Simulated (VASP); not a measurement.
All values below come from PBEsol GGA, VASP's PBE PAW potentials (set 64) (plane waves; VASP).

Input for VASP

### INCAR
```
ALGO = Normal
EDIFF = 1E-6
EDIFFG = -0.02
ENCUT = 520
GGA = PS
IBRION = 2
ISIF = 3
ISMEAR = 1
LASPH = .TRUE.
LCHARG = .FALSE.
LMAXMIX = 4
LREAL = .FALSE.
LWAVE = .FALSE.
NELM = 100
NSW = 60
PREC = Accurate
SIGMA = 0.1
SYSTEM = ScV3N4
```

POSCAR:
```
ScV3N4
1.0
  0.0000000000   2.0904781389   2.0904781389
  2.0904781389   0.0000000000   2.0904781389
  8.2884068610   8.2884068610   0.0735056948
V N Sc
3 4 1
direct
  0.9845704328   0.9845704328   0.0115721754
  0.0000000000   0.0000000000   0.2500000000
  0.0154295672   0.0154295672   0.4884278246
  0.4904967746   0.4904967746   0.1321274191
  0.5095032254   0.5095032254   0.3678725809
  0.5214300769   0.5214300769   0.6089274424
  0.4785699231   0.4785699231   0.8910725576
  0.0000000000   0.0000000000   0.7500000000
```

### KPOINTS
```
Automatic mesh
0
Gamma
11 11 3
0 0 0
```

POTCAR, in this order: V_sv N Sc_sv (PBE.64 set). Program: vasp_std.

**Question.** Estimate the energy per atom (σ→0), volume per atom, band gap (on the k-mesh).

**Answer.** 
* **energy per atom (σ→0)**: -10120 meV/atom
* **band gap (on the k-mesh)**: none (metal, semimetal or under 0.01 eV)
* **volume per atom**: 9.00 Å³/atom

**OSZICAR**
```
...
DAV:   3    -0.809602838309E+02    0.26346E-03   -0.61426E-02 11120   0.131E+00    0.597E-01
DAV:   4    -0.809576866480E+02    0.25972E-02   -0.20726E-02 11740   0.902E-01    0.143E-01
DAV:   5    -0.809575513879E+02    0.13526E-03   -0.12572E-03 11072   0.251E-01    0.371E-02
DAV:   6    -0.809575471723E+02    0.42156E-05   -0.94092E-05 13368   0.763E-02    0.234E-02
DAV:   7    -0.809575484136E+02   -0.12413E-05   -0.28362E-05 11044   0.283E-02    0.102E-02
DAV:   8    -0.809575467129E+02    0.17007E-05   -0.64477E-06  9514   0.156E-02    0.470E-03
DAV:   9    -0.809575467817E+02   -0.68840E-07   -0.26869E-06  6590   0.110E-02
   6 F= -.80957547E+02 E0= -.80956248E+02  d E =-.322117E-04
```

The structure was generated: ScV3N4 was put into an ordered model structure (R-3m), which need not be its known phase. This run relaxes it. Symmetry was kept, so distortions that lower it aren't found. The start is the result of an earlier pass. The run is not spin-polarised, so no magnetic state was tried.
